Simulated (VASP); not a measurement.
Input:

```
CELL_PARAMETERS angstrom
      0.00000     3.14980     3.14980
      3.14980     0.00000     3.14980
      3.14980     3.14980     0.00000
ATOMIC_POSITIONS crystal
  C  0.00000 0.00000 0.00000
  Ru 0.50000 0.50000 0.50000
  Ru 0.25000 0.25000 0.25000
  Ru 0.75000 0.75000 0.75000
```

These are PBE GGA, VASP's PBE PAW potentials (set 64) (plane waves; VASP) values and carry that method's errors. Numerical set-up: 520 eV cut-off, 1×1×1 Γ-centred mesh, Gaussian smearing of 0.050 eV, potentials C Ru_pv.

Problem. Predict the energy per atom (σ→0), pressure.

Solution. 
- energy per atom (σ→0) = -6.634 eV/atom
- pressure = -12.46 GPa

Total energies compare only between runs with the same potentials, cut-off and functional.

The structure was generated: Ru3C was put into the D03 type (Fm-3m), which need not be its known phase. The cell was not relaxed at this level. The k-mesh is coarse (spacing up to 1.73 per Å, 2π included), so the numbers may not be converged in it. The run is one of a series of settings (KPOINTS 1×1×1 Γ-centred mesh against the base run), some of them coarse on purpose.
